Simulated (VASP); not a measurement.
OSZICAR of a VASP run on W (a trial cell in the diamond structure, space group Fd-3m):

File OSZICAR:
```
       N       E                     dE             d eps       ncg     rms          rms(c)
DAV:   1     0.269337121042E+03    0.26934E+03   -0.16088E+04  2104   0.142E+03
DAV:   2    -0.116555036481E+02   -0.28099E+03   -0.27685E+03  2306   0.446E+02
DAV:   3    -0.207523796586E+02   -0.90969E+01   -0.86618E+01  2550   0.786E+01
DAV:   4    -0.209417274153E+02   -0.18935E+00   -0.18827E+00  2350   0.102E+01
DAV:   5    -0.209442939194E+02   -0.25665E-02   -0.25648E-02  2334   0.139E+00    0.203E+01
DAV:   6    -0.206670313820E+02    0.27726E+00   -0.52975E-01  2480   0.685E+00    0.949E+00
DAV:   7    -0.205950039715E+02    0.72027E-01   -0.19502E-01  2474   0.460E+00    0.942E-01
DAV:   8    -0.205901520182E+02    0.48520E-02   -0.23743E-02  2166   0.123E+00    0.998E-02
DAV:   9    -0.205902311604E+02   -0.79142E-04   -0.57986E-04  2284   0.218E-01    0.103E-01
DAV:  10    -0.205902553215E+02   -0.24161E-04   -0.39823E-05  2354   0.687E-02    0.534E-03
DAV:  11    -0.205902551437E+02    0.17779E-06   -0.12938E-06  1584   0.110E-02
   1 F= -.20590255E+02 E0= -.20590348E+02  d E =0.277132E-03
```

Task: Which electronic solver shows in the log?

Result: It is blocked Davidson (ALGO = Normal, or the opening steps of other solvers). The INCAR had ALGO = Normal.

Task: Can the final energy be trusted as converged?

Result: Self-consistency was reached. It stopped with EDIFF = 1E-6, NELM = 100 (PBE GGA, plane waves, VASP's PBE PAW potentials (set 64)).

The structure was generated: W was put into the diamond type (Fd-3m), which need not be its known phase. The cell was not relaxed at this level. The run is one of a series of settings (KPOINTS 11×11×11 Γ-centred mesh against the base run), some of them coarse on purpose.
